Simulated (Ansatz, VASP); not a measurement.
**Two plane-wave programs on Zr3PN3**

The input INCAR:

```
PREC = Accurate
ENCUT = 520
EDIFF = 1E-6
ISMEAR = 0
SIGMA = 0.1
LREAL = False
LASPH = True
NELM = 60
ALGO = Fast
ISIF = 2
LWAVE = False
LCHARG = False
GGA = PE
NBANDS = 37
```

Contents of KPOINTS:

```
regular mesh
0
Gamma
  4 4 4
```

POSCAR

```
Zr3PN3
1.0
    4.7415938200      0.0000000000      0.0000000000
    0.0000000000      4.7415938200      0.0000000000
    0.0000000000      0.0000000000      4.7415938200
Zr P N
3 1 3
Direct
    0.5000000000      0.0000000000      0.0000000000
    0.0000000000      0.5000000000      0.0000000000
    0.0000000000      0.0000000000      0.5000000000
    0.0000000000      0.0000000000      0.0000000000
    0.0000000000      0.5000000000      0.5000000000
    0.5000000000      0.0000000000      0.5000000000
    0.5000000000      0.5000000000      0.0000000000
```

Input for Ansatz:

```yaml
crystal:
  lattice:
    - [4.74159382, 0.0, 0.0]
    - [0.0, 4.74159382, 0.0]
    - [0.0, 0.0, 4.74159382]
  atoms:
    - { symbol: Zr, position: [0.5, 0.0, 0.0] }
    - { symbol: Zr, position: [0.0, 0.5, 0.0] }
    - { symbol: Zr, position: [0.0, 0.0, 0.5] }
    - { symbol: P, position: [0.0, 0.0, 0.0] }
    - { symbol: "N", position: [0.0, 0.5, 0.5] }
    - { symbol: "N", position: [0.5, 0.0, 0.5] }
    - { symbol: "N", position: [0.5, 0.5, 0.0] }
basis:
  ecutwfc: 420
kpoints:
  mp_grid: { grid: [4, 4, 4] }
hamiltonian:
  xc: pbe
scf:
  occupations: { method: gaussian, width: 0.1 }
  lower_state_search: "off"
output:
  forces: true
  stress: true
  eigenvalues: true
```

Change from the starting cell: species swapped into the Ca3AsBr3 type (Pm-3m, No. 221).

Alike in both runs: task single point; functional PBE; k mesh 4 × 4 × 4; occupations gaussian, width 0.1 eV; no spin polarisation.

|  | VASP | Ansatz |
| --- | --- | --- |
| version | VASP 6.6.1 | Ansatz 0.2.0 |
| potentials or method | VASP PAW PBE potentials, release 64 (Zr_sv, P, N) | scalar-relativistic, plane waves, PAW |
| plane-wave cutoff (eV) | 520 | 420 |
| valence electrons in the cell | 56 | 56 |

```tsv
	VASP	Ansatz	Ansatz less VASP
gap on the k mesh at the Fermi level (eV)	none	none	-
pressure (GPa)	2.8	2.7	-0.10
```

A gap of «none» marks a metal or a gap that the smearing closes.
